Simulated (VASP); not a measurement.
Energy against volume of LiF (rock salt). Computed with LDA (Ceperley-Alder, Perdew-Zunger), VASP's LDA PAW potentials (set 64) (plane waves; VASP). Numerical set-up: 520 eV cut-off, 12×12×12 Γ-centred mesh, Gaussian smearing of 0.050 eV, potentials Li_sv F.

| V (Å³/atom) | E (eV/atom) |
|---|---|
| 6.999 | -5.24042 |
| 7.223 | -5.24742 |
| 7.446 | -5.25012 |
| 7.669 | -5.24909 |

**Question.** Fit these four points and predict the energy of the run at 7.893 Å³/atom.

**Answer.** A cubic in V^(−2/3), the third-order Birch-Murnaghan form, passes through the four points with V0 = 7.49 Å³/atom and B0 = 87 GPa, and gives -5.2448 eV/atom there. The run gave -5.2449 eV/atom, -0.1 meV/atom from the fit; all five points give B0 = 86 GPa.

The compound is LiF in the rock salt structure. It was relaxed first, which changed the volume by -8 %.
